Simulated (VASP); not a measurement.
VASP input:

File KPOINTS:
```
Automatic mesh
0
Gamma
5 5 7
0 0 0
```

### POSCAR
```
PbO2
1
    5.0374355489     0.0000000000     0.0000000000
    0.0000000000     5.0374355489     0.0000000000
    0.0000000000     0.0000000000     3.4451616963
Pb O
2 4
Direct
  0.0000000000   1.0000000000   0.0000000000
  0.5000000000   0.5000000000   0.5000000000
  0.3074297777   0.3074297777   0.0000000000
  0.8074297777   0.1925702223   0.5000000000
  0.1925702223   0.8074297777   0.5000000000
  0.6925702223   0.6925702223   1.0000000000
```

INCAR:
```
ALGO=Normal
EDIFF=1E-7
ENCUT=520
GGA=PE
ISIF=2
ISMEAR=-5
IVDW=11
LASPH=.True.
LCHARG=.True.
LEFG=.True.
LMAXMIX=4
LORBIT=11
LREAL=.False.
LWAVE=.False.
NEDOS=601
NELM=100
PREC=Accurate
SYSTEM=PbO2
```

POTCAR, in this order: Pb_d O (PBE.64 set). Program: vasp_std.

### Question
Write an equivalent input for Quantum ESPRESSO's pw.x.

### Answer
One equivalent input (not run):
```
&CONTROL
  calculation = 'scf'
  pseudo_dir = './pseudo'
  outdir = './out'
  tprnfor = .true.
  tstress = .true.
/
&SYSTEM
  ibrav = 0
  nat = 6
  ntyp = 2
  ecutwfc = 84
  occupations = 'tetrahedra'
  input_dft = 'pbe'
  vdw_corr = 'grimme-d3'
  dftd3_version = 3
  dftd3_threebody = .false.
/
&ELECTRONS
  conv_thr = 7.3e-09
  electron_maxstep = 100
/
ATOMIC_SPECIES
  Pb 207.200 Pb.upf
  O 15.999 O.upf
CELL_PARAMETERS angstrom
     5.0374355    0.0000000    0.0000000
     0.0000000    5.0374355    0.0000000
     0.0000000    0.0000000    3.4451617
ATOMIC_POSITIONS crystal
  Pb   0.0000000  1.0000000  0.0000000
  Pb   0.5000000  0.5000000  0.5000000
  O    0.3074298  0.3074298  0.0000000
  O    0.8074298  0.1925702  0.5000000
  O    0.1925702  0.8074298  0.5000000
  O    0.6925702  0.6925702  1.0000000
K_POINTS automatic
  5 5 7 0 0 0
```
What does not carry over: the potentials are each code's own (VASP's PAW set, PseudoDojo norm-conserving files in pw.x), so ENCUT and ecutwfc are chosen apart and not converted; conv_thr bounds pw.x's estimated SCF error, while EDIFF bounds the energy change between steps; the field gradients of LEFG aren't asked of the other code.

The compound is PbO2 in the rutile structure. It was relaxed first.
